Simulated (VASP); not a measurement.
Consider the following.

```yaml
crystal:
  lattice:
    - [1.89175, -3.27660, 0.00000]
    - [1.89175, 3.27660, 0.00000]
    - [0.00000, 0.00000, 6.19996]
  atoms:
    - { symbol: Zn, position: [0.66667, 0.33333, 0.50018] }
    - { symbol: Zn, position: [0.33333, 0.66667, 0.00018] }
    - { symbol: S, position: [0.66667, 0.33333, 0.87482] }
    - { symbol: S, position: [0.33333, 0.66667, 0.37482] }
```

All values below come from PBEsol GGA, VASP's PBE PAW potentials (set 64) (plane waves; VASP). Run with 530 eV cut-off, 6×6×4 Γ-centred mesh, Gaussian smearing of 0.050 eV, potentials Zn S.

**Question.** Give the elastic stiffness tensor with the ions relaxed (GPa, in the frame of the cell).

**Answer.** 
|  | xx | yy | zz | yz | xz | xy |
|---|---|---|---|---|---|---|
| xx | 125 | 59.3 | 46.6 | 0.0 | 0.0 | 0.0 |
| yy | 59.3 | 125 | 46.6 | 0.0 | 0.0 | 0.0 |
| zz | 46.6 | 46.6 | 151 | 0.0 | 0.0 | 0.0 |
| yz | 0.0 | 0.0 | 0.0 | 28.4 | 0.0 | 0.0 |
| xz | 0.0 | 0.0 | 0.0 | 0.0 | 28.4 | 0.0 |
| xy | 0.0 | 0.0 | 0.0 | 0.0 | 0.0 | 33.0 |

**Question.** What does the run give for the Hill bulk modulus, Hill shear modulus, Young's modulus, Poisson's ratio?

**Answer.** 
The Hill bulk modulus comes out as 78.5 GPa and the Hill shear modulus comes out as 33.9 GPa. The Young's modulus is 88.8 GPa. The Poisson's ratio is 0.311.

Measured: C11 131 GPa (computed value off by -4.4 %), C12 66.3 GPa (computed value off by -10.5 %), C13 50.9 GPa (computed value off by -8.5 %), C33 141 GPa (computed value off by +7.2 %), C44 28.6 GPa (computed value off by -0.6 %), as given by Michael Grünwald et al., The Journal of Chemical Physics (2012), arXiv:1201.2992. The calculation is for a static lattice, while the measured C11, C12, C13, C33, C44 hold thermal and zero-point effects, which are part of the difference.

The compound is ZnS in the wurtzite structure, the high-temperature form. It was relaxed first.
